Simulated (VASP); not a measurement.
Si11Ge5:

```
Si Ge
1.0
     0.00000    5.49921    5.49921
     5.49921    0.00000    5.49921
     5.49921    5.49921    0.00000
Si Ge
11 5
Direct
  0.37500 0.37500 0.37500
  0.37500 0.87500 0.37500
  0.37500 0.87500 0.87500
  0.87500 0.37500 0.37500
  0.87500 0.37500 0.87500
  0.87500 0.87500 0.87500
  0.25000 0.75000 0.25000
  0.25000 0.75000 0.75000
  0.75000 0.25000 0.25000
  0.75000 0.75000 0.25000
  0.75000 0.75000 0.75000
  0.37500 0.37500 0.87500
  0.87500 0.87500 0.37500
  0.25000 0.25000 0.25000
  0.25000 0.25000 0.75000
  0.75000 0.25000 0.75000
```

The cell was built by a generator and needn't be a form met in nature.

| Property | Result |
| --- | --- |
| Program | VASP 6.6.1 |
| Task | relaxation of cell and atoms |
| Functional | PBEsol |
| Potentials or basis | VASP PAW PBE potentials, release 64 (Si, Ge_d) |
| Cutoff | 600 eV |
| k mesh | 6 × 6 × 5 |
| Occupations | gaussian, width 0.03 eV |
| Spin | no spin polarisation |

At the start: pressure 0.1 GPa; volume 20.79 Å³/atom.

Problem. Where does the relaxation end?

Solution. Over 10 steps the energy falls by 5.4 meV/atom and the volume is 20.80 Å³/atom (+0.1 %); space group R3m (No. 160, to 0.05 Å).

The path:
```csv
step,energy change (eV),largest force (eV/Å),pressure (GPa),volume (Å³)
1,0.0000,0.4580,0.13,332.61
2,-0.0807,0.1243,-0.10,333.40
3,-0.0851,0.0551,-0.21,333.63
4,-0.0855,0.0290,0.16,332.23
5,-0.0859,0.0271,0.06,332.84
6,-0.0858,0.0267,-0.05,332.91
7,-0.0859,0.0278,0.05,332.86
8,-0.0859,0.0269,-0.02,332.88
9,-0.0860,0.0108,0.00,332.88
10,-0.0860,0.0087,0.01,332.87
```

Final structure:
```yaml
crystal:
  lattice:
    - [0.00000, 5.50081, 5.50081]
    - [5.50053, 0.00028, 5.50053]
    - [5.50081, 5.50081, 0.00000]
  atoms:
    - { symbol: Si, position: [0.37762, 0.37784, 0.37227] }
    - { symbol: Si, position: [0.37642, 0.87092, 0.37623] }
    - { symbol: Si, position: [0.37642, 0.87092, 0.87642] }
    - { symbol: Si, position: [0.87227, 0.37784, 0.37227] }
    - { symbol: Si, position: [0.87227, 0.37784, 0.87762] }
    - { symbol: Si, position: [0.87623, 0.87092, 0.87642] }
    - { symbol: Si, position: [0.25385, 0.74870, 0.24872] }
    - { symbol: Si, position: [0.24866, 0.75403, 0.74866] }
    - { symbol: Si, position: [0.74872, 0.25383, 0.24872] }
    - { symbol: Si, position: [0.74872, 0.74870, 0.24872] }
    - { symbol: Si, position: [0.74872, 0.74870, 0.75385] }
    - { symbol: Ge, position: [0.37355, 0.37934, 0.87355] }
    - { symbol: Ge, position: [0.87504, 0.87488, 0.37504] }
    - { symbol: Ge, position: [0.24855, 0.24852, 0.25439] }
    - { symbol: Ge, position: [0.24855, 0.24852, 0.74855] }
    - { symbol: Ge, position: [0.75439, 0.24852, 0.74855] }
```

Caveat: the PAW data sets were made with another functional, which shifts forces and pressure a little.
